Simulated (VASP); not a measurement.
Computed with vdW-DF-cx, VASP's PBE PAW potentials (set 64) (plane waves; VASP 6.6.1).

VASP ran on this input.

### KPOINTS
```
Regular mesh
0
gamma
14 14 10
0 0 0
```

INCAR:
```
LORBIT = 11
LMAXMIX = 4
LCHARG = T
PREC = Accurate
GGA = CX
LREAL = F   ! projection in real space or not
LWAVE = F
NEDOS = 601   ! DOS grid
AGGAC = 0.0
ALGO = Normal
NELM = 100   ! most electronic steps
SYSTEM = TiAl
LASPH = T   ! aspherical one-centre terms
ISMEAR = -5
ENCUT = 520   ! plane-wave cut-off (eV)
ISIF = 2   ! forces and stress, cell fixed
LUSE_VDW = T
EDIFF = 1E-7   ! SCF stop (eV)
```

POSCAR:
```
TiAl
1.0
  2.8072152887   0.0000000000   0.0000000000
  0.0000000000   2.8072152887   0.0000000000
  0.0000000000   0.0000000000   4.0395400996
Ti Al
1 1
Cart
  0.0000000000   0.0000000000   0.0000000000
  1.4036076444   1.4036076444   2.0197700498
```

POTCAR, in this order: Ti_sv Al (PBE.64 set). Program: vasp_std.

Output of the run:

### OSZICAR
```
       N       E                     dE             d eps       ncg     rms          rms(c)
DAV:   1     0.928797312133E+02    0.92880E+02   -0.74902E+03  4752   0.139E+03
DAV:   2    -0.425046205947E+01   -0.97130E+02   -0.94243E+02  4823   0.332E+02
DAV:   3    -0.997558583947E+01   -0.57251E+01   -0.55038E+01  7492   0.782E+01
DAV:   4    -0.101718589661E+02   -0.19627E+00   -0.19476E+00  6104   0.127E+01
DAV:   5    -0.101810099781E+02   -0.91510E-02   -0.91355E-02  6871   0.241E+00    0.100E+01
DAV:   6    -0.877620273634E+01    0.14048E+01   -0.12325E+01  5892   0.385E+01    0.339E+00
DAV:   7    -0.863364851969E+01    0.14255E+00   -0.11413E+00  5505   0.116E+01    0.199E+00
DAV:   8    -0.862283950186E+01    0.10809E-01   -0.14574E-01  5349   0.425E+00    0.460E-01
DAV:   9    -0.862114620402E+01    0.16933E-02   -0.19169E-02  5537   0.185E+00    0.224E-01
DAV:  10    -0.862143997570E+01   -0.29377E-03   -0.12906E-03  5944   0.429E-01    0.483E-02
DAV:  11    -0.862144623579E+01   -0.62601E-05   -0.23623E-04  5966   0.161E-01    0.414E-02
DAV:  12    -0.862145825685E+01   -0.12021E-04   -0.24113E-05  5540   0.593E-02    0.108E-02
DAV:  13    -0.862145942022E+01   -0.11634E-05   -0.15154E-06  6311   0.141E-02    0.558E-03
DAV:  14    -0.862145932471E+01    0.95502E-07   -0.30895E-07  5044   0.825E-03
   1 F= -.86214593E+01 E0= -.86214593E+01  d E =0.000000E+00
```

File OUTCAR:
```
------------------------ aborting loop because EDIFF is reached ----------------------------------------
  FORCE on cell =-STRESS in cart. coord.  units (eV):
  Direction    XX          YY          ZZ          XY          YZ          ZX
  --------------------------------------------------------------------------------------
  Total       -0.0472628     -0.0472628      0.0855920      0.0000000     -0.0000000      0.0000000
  in kB       -2.3787398     -2.3787398      4.3078490      0.0000000     -0.0000000      0.0000000
  external PRESSURE =      -0.1498768 kB  Pullay stress =       0.0000000 kB
  volume of cell :       31.83
      direct lattice vectors                 reciprocal lattice vectors
     2.807215289  0.000000000  0.000000000     0.356224905  0.000000000  0.000000000
     0.000000000  2.807215289  0.000000000     0.000000000  0.356224905  0.000000000
     0.000000000  0.000000000  4.039540100     0.000000000  0.000000000  0.247552933
 POSITION                                       TOTAL-FORCE (eV/Angst)
 -----------------------------------------------------------------------------------
      0.00000      0.00000      0.00000         0.000000      0.000000      0.000000
      1.40361      1.40361      2.01977         0.000000      0.000000      0.000000
 -----------------------------------------------------------------------------------
    total drift:                                0.000000      0.000000      0.000000
  FREE ENERGIE OF THE ION-ELECTRON SYSTEM (eV)
  ---------------------------------------------------
  free  energy   TOTEN  =        -8.6214593247 eV

  energy  without entropy=       -8.6214593247  energy(sigma->0) =       -8.62145932

 total charge

# of ion       s       p       d       tot
------------------------------------------
    1        2.203   6.123   1.984  10.311
    2        0.413   0.426   0.000   0.838
--------------------------------------------------
tot          2.616   6.549   1.984  11.149
```
(Selected blocks of OUTCAR.)

For a metal the tetrahedron method with Blöchl corrections gives inexact stress and forces.

The compound is TiAl in the L1_0 structure. It was relaxed first. The electron count is odd and the run is not spin-polarised, which forces a metal.
